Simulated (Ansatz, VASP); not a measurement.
# K2PdC2: VASP beside Ansatz

```
K Pd C
1.0
     5.11818    0.00000    0.00000
    -2.55909    4.43248    0.00000
     0.00000    0.00000    5.25814
K Pd C
2 1 2
Direct
  0.66667 0.33333 0.72020
  0.33333 0.66667 0.27980
  0.00000 0.00000 0.00000
  0.00000 0.00000 0.62020
  0.00000 0.00000 0.37980
```

The cell comes from a database or a generator and needn't be the stable form of this composition.

Alike in both runs: task single point; functional LDA; k mesh 6 × 6 × 4; occupations gaussian, width 0.1 eV; no spin polarisation.

```csv
,VASP,Ansatz
version,VASP 6.6.1,Ansatz 0.2.0
potentials or method,"VASP PAW LDA potentials, release 64 (K_sv, Pd, C)","scalar-relativistic, plane waves, PAW"
plane-wave cutoff (eV),520,420
valence electrons in the cell,36,44
```

Ansatz gave:

| Quantity | Value |
| --- | --- |
| gap on the k mesh at the Fermi level (eV) | 1.33 |
| least direct gap on the mesh (eV) | 1.36 |
| pressure (GPa) | -2.6 |
| largest component of the traceless stress (GPa) | 1.21 |
| rms of the force components (eV/Å) | 0.096 |

Task: Estimate VASP's values.

Result: gap on the k mesh at the Fermi level (eV): 1.34; least direct gap on the mesh (eV): 1.37; pressure (GPa): -2.4; largest component of the traceless stress (GPa): 1.09; rms of the force components (eV/Å): 0.115.

Atom by atom the forces differ by 0.019 eV/Å (rms over components). The two sets of potentials don't hold the same shells in valence.

A k mesh can miss the band edges.
